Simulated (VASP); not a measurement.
Input:

```
CELL_PARAMETERS angstrom
      2.13115    -3.69127     0.00000
      2.13115     3.69127     0.00000
      0.00000     0.00000     8.74247
ATOMIC_POSITIONS crystal
  Mg 0.00000 0.00000 0.00000
  I  0.33333 0.66667 0.19173
  I  0.66667 0.33333 0.80827
```

Method: revPBE GGA, VASP's PBE PAW potentials (set 64) (plane waves; VASP). Settings: 520 eV cut-off, 7×7×3 Γ-centred mesh, tetrahedra with Blöchl corrections, potentials Mg I.

The cores are frozen, which limits the accuracy of field gradients. Without a dispersion term in the relaxation, distances and binding between the weakly bound layers, chains or molecules are unreliable, and so is what depends on them.

Q: Give the principal components of the electric field gradient (V/Å²) and the asymmetry η at each nucleus.

A: 
```json
[
 {"atom": "Mg1", "Vxx": "-0.3", "Vyy": "-0.3", "Vzz": "0.6", "η": "0.00"},
 {"atom": "I2", "Vxx": "30.1", "Vyy": "30.1", "Vzz": "-60.3", "η": "0.00"},
 {"atom": "I3", "Vxx": "30.1", "Vyy": "30.1", "Vzz": "-60.3", "η": "0.00"}
]
```

The compound is MgI2 in the 1T layered structure. It was relaxed first, which changed the volume by +34 %.
